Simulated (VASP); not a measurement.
Runs of VASP 6.6.1 on Na4Ir. It takes space group F-43m (No. 216, cubic). The conventional cell has a = 11.547 Å, b = 11.547 Å, c = 11.547 Å, α = 90.00°, β = 90.00°, γ = 90.00°. Na (site symmetry 3m) has 1 Ir at 2.77 Å as nearest neighbours. Ir (site symmetry -43m) is surrounded by 4 Na at 2.77 Å. The cell was built by a generator and needn't be a form met in nature.

```tsv
level	gap on the mesh (eV)	pressure (GPa)	relaxed volume (Å³/atom)
PBE+D4	none	0.0	(b)
PBE+D2	none	0.0	77.23
PBE+TS	none	0.0	68.22
PBE+D3	none	0.0	76.17
PBE	none	0.0	(a)
PBE+D3(BJ)	none	0.0	74.50
```

Alike in all rows: task relaxation of cell and atoms; potentials or basis VASP PAW PBE potentials, release 64 (Na_pv, Ir); no spin polarisation; cell relaxed; k mesh 3 × 3 × 3; cutoff (eV) 600; smearing fermi-dirac 0.05 eV.

Question: Fill in the values left out.

Answer: (a) 77.60; (b) 75.37.

Caveats: pairwise dispersion overbinds metals, which lowers pressure and volume (some runs); atom-pairwise D2, TS and ULG terms overbind metals (some runs).

A k mesh can miss the band edges, and the runs leave out spin-orbit coupling on Ir.

A gap of «none» marks a metal or a gap under the smearing width.

Not every run made on this cell is shown here.
